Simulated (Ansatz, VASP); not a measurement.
PtWS3 in VASP and in Ansatz

```
Pt W S
1.0
     4.44473    0.00000    0.00000
     0.00000    4.44473    0.00000
     0.00000    0.00000    4.44473
Pt W S
1 1 3
Direct
  0.00000 0.00000 0.00000
  0.50000 0.50000 0.50000
  0.00000 0.50000 0.50000
  0.50000 0.00000 0.50000
  0.50000 0.50000 0.00000
```

Change from the starting cell: species swapped into the RbPdCl3 type (Pm-3m, No. 221).

Alike in both runs: task single point; functional PBE; k mesh 4 × 4 × 4; occupations gaussian, width 0.1 eV; no spin polarisation.

|  | VASP | Ansatz |
| --- | --- | --- |
| version | VASP 6.6.1 | Ansatz 0.2.0 |
| potentials or method | VASP PAW PBE potentials, release 64 (Pt, W_sv, S) | scalar-relativistic, plane waves, PAW |
| plane-wave cutoff (eV) | 520 | 420 |
| valence electrons in the cell | 42 | 50 |

```csv
,VASP,Ansatz,Ansatz less VASP
gap on the k mesh at the Fermi level (eV),none,none,-
pressure (GPa),19.5,19.7,+0.10
```

A gap of «none» marks a metal or a gap that the smearing closes. The two sets of potentials don't hold the same shells in valence.

Caveats: so large a pressure means that the cell lies far from this level's equilibrium, or that cutoff or potentials fall short (VASP). Spin-orbit coupling is left out, which matters for the levels of Pt, W.
